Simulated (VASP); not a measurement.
Computed with PBE GGA, VASP's PBE PAW potentials (set 64) (plane waves; VASP 6.6.1).

The input files of a VASP run:

POSCAR:
```
PtS2
1
    1.7574219535    -3.0439452120     0.0000000000
    1.7574219535     3.0439452120     0.0000000000
    0.0000000000    -0.0000000000     4.1512437097
Pt S
1 2
Direct
  0.0000000000   0.0000000000   1.0000000000
  0.3333330000   0.6666670000   0.2860042779
  0.6666670000   0.3333330000   0.7139957221
```

**INCAR**
```
SYSTEM = PtS2
PREC = Accurate
ENCUT = 500
EDIFF = 1E-6
NELM = 100
ALGO = Normal
LREAL = .FALSE.
LASPH = .TRUE.
ISMEAR = 1
SIGMA = 0.1
GGA = PE
LMAXMIX = 6
LWAVE = .FALSE.
LCHARG = .FALSE.
IBRION = 2
ISIF = 3
NSW = 40
EDIFFG = -0.02
PSTRESS = 300
```

**KPOINTS**
```
Automatic mesh
0
Gamma
10 10 8
0 0 0
```

POTCAR, in this order: Pt S (PBE.64 set). Program: vasp_std.

Output

### OSZICAR
```
       N       E                     dE             d eps       ncg     rms          rms(c)
DAV:   1     0.115117102985E+03    0.11512E+03   -0.10659E+04  2908   0.130E+03
DAV:   2    -0.112876150980E+02   -0.12640E+03   -0.12361E+03  3513   0.254E+02
DAV:   3    -0.159432543737E+02   -0.46556E+01   -0.46269E+01  3562   0.522E+01
DAV:   4    -0.159864060910E+02   -0.43152E-01   -0.43138E-01  3604   0.560E+00
DAV:   5    -0.159869755083E+02   -0.56942E-03   -0.56939E-03  3709   0.609E-01    0.220E+01
DAV:   6    -0.150355438953E+02    0.95143E+00   -0.74025E+00  2981   0.270E+01    0.143E+01
DAV:   7    -0.148510475623E+02    0.18450E+00   -0.12789E+00  2883   0.123E+01    0.665E+00
DAV:   8    -0.148277027873E+02    0.23345E-01   -0.61837E-02  3401   0.220E+00    0.144E+00
DAV:   9    -0.148243198885E+02    0.33829E-02   -0.11432E-02  3373   0.113E+00    0.186E-01
DAV:  10    -0.148244530587E+02   -0.13317E-03   -0.10677E-03  3499   0.274E-01    0.985E-02
DAV:  11    -0.148244865689E+02   -0.33510E-04   -0.67213E-05  3499   0.806E-02    0.300E-02
DAV:  12    -0.148244819308E+02    0.46380E-05   -0.36627E-05  3380   0.650E-02    0.119E-02
DAV:  13    -0.148244827591E+02   -0.82827E-06   -0.17083E-06  2222   0.117E-02
   1 F= -.65081516E+01 E0= -.65080888E+01  d E =-.650815E+01
       N       E                     dE             d eps       ncg     rms          rms(c)
DAV:   1    -0.157038126428E+02   -0.87933E+00   -0.51171E+01  2967   0.683E+01    0.159E+01
DAV:   2    -0.137401207765E+02    0.19637E+01   -0.68182E+00  3184   0.272E+01    0.662E+00
DAV:   3    -0.134840776414E+02    0.25604E+00   -0.43527E-01  3163   0.624E+00    0.233E+00
DAV:   4    -0.134237214342E+02    0.60356E-01   -0.25946E-01  3359   0.365E+00    0.140E+00
DAV:   5    -0.134247719454E+02   -0.10505E-02   -0.56909E-03  3534   0.679E-01    0.810E-01
DAV:   6    -0.134251250137E+02   -0.35307E-03   -0.46511E-03  3163   0.410E-01    0.118E-01
DAV:   7    -0.134250666696E+02    0.58344E-04   -0.40532E-04  3688   0.204E-01    0.581E-02
DAV:   8    -0.134250713431E+02   -0.46735E-05   -0.18893E-05  3436   0.379E-02    0.160E-02
DAV:   9    -0.134250696230E+02    0.17200E-05   -0.46129E-06  3555   0.181E-02    0.563E-03
DAV:  10    -0.134250696267E+02   -0.36700E-08   -0.28543E-07  1755   0.425E-03
   2 F= -.61825751E+01 E0= -.61823435E+01  d E =0.325576E+00
       N       E                     dE             d eps       ncg     rms          rms(c)
DAV:   1    -0.157740273406E+02   -0.23490E+01   -0.26375E+01  2953   0.476E+01    0.831E+00
DAV:   2    -0.147550361397E+02    0.10190E+01   -0.41369E+00  3037   0.238E+01    0.666E+00
DAV:   3    -0.146135177035E+02    0.14152E+00   -0.27147E-01  3233   0.535E+00    0.340E+00
DAV:   4    -0.145685836383E+02    0.44934E-01   -0.22172E-01  2981   0.295E+00    0.970E-01
DAV:   5    -0.145686021362E+02   -0.18498E-04   -0.73728E-03  3520   0.822E-01    0.640E-01
DAV:   6    -0.145686835618E+02   -0.81426E-04   -0.23680E-03  3436   0.455E-01    0.108E-01
DAV:   7    -0.145686914789E+02   -0.79171E-05   -0.13546E-04  3681   0.123E-01    0.381E-02
DAV:   8    -0.145686887330E+02    0.27459E-05   -0.13681E-05  3401   0.332E-02    0.123E-02
DAV:   9    -0.145686883355E+02    0.39747E-06   -0.19339E-06  1991   0.112E-02
   3 F= -.65646449E+01 E0= -.65646656E+01  d E =-.564933E-01
       N       E                     dE             d eps       ncg     rms          rms(c)
DAV:   1    -0.145583726222E+02    0.10316E-01   -0.47799E-03  2967   0.645E-01    0.121E-01
DAV:   2    -0.145581865538E+02    0.18607E-03   -0.78520E-04  3016   0.312E-01    0.770E-02
DAV:   3    -0.145581571673E+02    0.29387E-04   -0.58602E-05  3093   0.819E-02    0.315E-02
DAV:   4    -0.145581505075E+02    0.66598E-05   -0.39178E-05  3072   0.404E-02    0.117E-02
DAV:   5    -0.145581511259E+02   -0.61844E-06   -0.10932E-06  1984   0.105E-02
   4 F= -.65647276E+01 E0= -.65647459E+01  d E =-.565760E-01
       N       E                     dE             d eps       ncg     rms          rms(c)
DAV:   1    -0.145117459326E+02    0.46405E-01   -0.18272E+00  2841   0.945E+00    0.114E+00
DAV:   2    -0.145048010003E+02    0.69449E-02   -0.11438E-01  3443   0.323E+00    0.631E-01
DAV:   3    -0.145029129723E+02    0.18880E-02   -0.46948E-03  3632   0.678E-01    0.226E-01
DAV:   4    -0.145023361322E+02    0.57684E-03   -0.34196E-03  3114   0.399E-01    0.108E-01
DAV:   5    -0.145023590060E+02   -0.22874E-04   -0.14476E-04  3653   0.895E-02    0.689E-02
DAV:   6    -0.145023678968E+02   -0.88909E-05   -0.22258E-05  3398   0.354E-02    0.329E-02
DAV:   7    -0.145023743791E+02   -0.64823E-05   -0.81974E-06  3513   0.239E-02    0.770E-03
DAV:   8    -0.145023739933E+02    0.38580E-06   -0.55192E-07  1585   0.709E-03
   5 F= -.65825804E+01 E0= -.65824544E+01  d E =-.178528E-01
       N       E                     dE             d eps       ncg     rms          rms(c)
DAV:   1    -0.144615406930E+02    0.40834E-01   -0.74974E-01  2841   0.609E+00    0.727E-01
DAV:   2    -0.144588810894E+02    0.26596E-02   -0.46426E-02  3520   0.204E+00    0.387E-01
DAV:   3    -0.144581021506E+02    0.77894E-03   -0.18693E-03  3583   0.421E-01    0.139E-01
DAV:   4    -0.144578660207E+02    0.23613E-03   -0.14054E-03  3191   0.258E-01    0.678E-02
DAV:   5    -0.144578758461E+02   -0.98254E-05   -0.58665E-05  3576   0.573E-02    0.440E-02
DAV:   6    -0.144578801081E+02   -0.42620E-05   -0.82389E-06  3366   0.217E-02    0.213E-02
DAV:   7    -0.144578834531E+02   -0.33451E-05   -0.32172E-06  3156   0.148E-02    0.517E-03
DAV:   8    -0.144578832757E+02    0.17743E-06   -0.20126E-07  1592   0.431E-03
   6 F= -.65854991E+01 E0= -.65853213E+01  d E =-.207715E-01
```

**OUTCAR**
```
------------------------ aborting loop because EDIFF is reached ----------------------------------------
  FORCE on cell =-STRESS in cart. coord.  units (eV):
  Direction    XX          YY          ZZ          XY          YZ          ZX
  --------------------------------------------------------------------------------------
  Total        7.9101027      7.9101110      7.8798028      0.0000000     -0.0000000     -0.0000000
  in kB      301.4373720    301.4376906    300.2827068      0.0000000     -0.0000000     -0.0000000
  external PRESSURE =       1.0525898 kB  Pullay stress =     300.0000000 kB
  volume of cell :       42.04
      direct lattice vectors                 reciprocal lattice vectors
     1.735760578 -3.006427100  0.000000000     0.288058161 -0.166310369 -0.000000000
     1.735760578  3.006427100 -0.000000000     0.288058161  0.166310369 -0.000000000
     0.000000000 -0.000000000  4.028330685     0.000000000  0.000000000  0.248241785
 POSITION                                       TOTAL-FORCE (eV/Angst)
 -----------------------------------------------------------------------------------
      3.47152     -0.00000      0.00000        -0.000000      0.000000      0.000000
      1.73576      1.00214      1.18613        -0.000000     -0.000000     -0.009732
      1.73576     -1.00214      2.84220         0.000000     -0.000000      0.009732
 -----------------------------------------------------------------------------------
    total drift:                                0.000000      0.000000      0.000000
  FREE ENERGIE OF THE ION-ELECTRON SYSTEM (eV)
  ---------------------------------------------------
  free  energy   TOTEN  =       -14.4578832757 eV

  energy  without entropy=      -14.4573500293  energy(sigma->0) =      -14.45770553
  enthalpy is  TOTEN    =        -6.5854990836 eV   P V=        7.8723841921

 reached required accuracy - stopping structural energy minimisation
```
(Selected blocks of OUTCAR.)

File CONTCAR:
```
PtS2
   1.00000000000000
     1.7357605780074763   -3.0064270998157139    0.0000000000000000
     1.7357605780074763    3.0064270998157139   -0.0000000000000000
     0.0000000000000000   -0.0000000000000000    4.0283306852200189
  Pt              S
     1     2
Direct
     1.0000000000000000    1.0000000000000000    0.0000000000000000
     0.3333330000000032    0.6666669999999968    0.2944460305856684
     0.6666669999999968    0.3333330000000032    0.7055539694143317
```

Energy and stress use the plane-wave basis of the starting cell. Without a dispersion term in the relaxation, distances and binding between the weakly bound layers, chains or molecules are unreliable, and so is what depends on them.

The compound is PtS2 in the 1T layered structure. This run relaxes it under an external pressure of 30 GPa. Symmetry was kept, so distortions that lower it aren't found.
